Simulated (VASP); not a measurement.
Method: PBEsol GGA, VASP's PBE PAW potentials (set 64) (plane waves; VASP).

VASP ran on this input.

INCAR:
```
! general
SYSTEM  = Pt3Ti
PREC    = Accurate
ENCUT   = 300
LREAL   = .False.
LASPH   = .True.

! electronic loop
EDIFF   = 1E-6
NELM    = 100
ALGO    = Normal
LMAXMIX = 6

! smearing
ISMEAR  = -1
SIGMA   = 0.05

! functional
GGA     = PS

! ions
IBRION  = 2
NSW     = 50
ISIF    = 3
EDIFFG  = -0.01

! output
LWAVE   = .False.
LCHARG  = .False.
```

### POSCAR
```
Pt3Ti
1
    3.9290160000     0.0000000000     0.0000000000
    0.0000000000     3.9290160000     0.0000000000
    0.0000000000     0.0000000000     3.9290160000
Ti Pt
1 3
Direct
  0.0000000000   0.0000000000   0.0000000000
  0.0000000000   0.5000000000   0.5000000000
  0.5000000000   0.0000000000   0.5000000000
  0.5000000000   0.5000000000   0.0000000000
```

**KPOINTS**
```
Regular mesh
0
Gamma
 9 9 9
```

POTCAR, in this order: Ti_sv Pt (PBE.64 set). Program: vasp_std.

At this cut-off the stress carries a Pulay error, which pulls relaxed volumes low. Energy and stress use the plane-wave basis of the starting cell. Unless said otherwise, spin-orbit coupling is left out, though it shifts the bands of the heavy elements here.

Q: Predict the energy per atom (σ→0), volume per atom, band gap (on the k-mesh).

A: 
```yaml
energy per atom (σ→0): -8.195 eV/atom
band gap (on the k-mesh): none (metal, semimetal or under 0.01 eV)
volume_per_atom: 14.78 Å³/atom
```

OSZICAR:
```
...
DAV:   1    -0.327842724056E+02   -0.12291E-03   -0.26080E-03  1913   0.471E-01    0.762E-02
DAV:   2    -0.327841757464E+02    0.96659E-04   -0.38117E-04  1941   0.143E-01    0.400E-02
DAV:   3    -0.327841858066E+02   -0.10060E-04   -0.30909E-04  2641   0.116E-01    0.378E-02
DAV:   4    -0.327841640601E+02    0.21747E-04   -0.13268E-04  2422   0.659E-02    0.102E-02
DAV:   5    -0.327841656148E+02   -0.15548E-05   -0.26273E-06  1608   0.101E-02    0.423E-03
DAV:   6    -0.327841666360E+02   -0.10211E-05   -0.18175E-06  1471   0.448E-03    0.237E-03
DAV:   7    -0.327841666996E+02   -0.63635E-07   -0.15156E-07   875   0.232E-03
   4 F= -.32784167E+02 E0= -.32778194E+02  d E =-.315804E-01
```

The structure is a typed Pt3Ti crystal (Pm-3m). This run relaxes it. Symmetry was kept, so distortions that lower it aren't found. The run is one of a series of settings (EDIFFG = -0.01, IBRION = 2, ISIF = 3, NSW = 50 against the base run), some of them coarse on purpose.
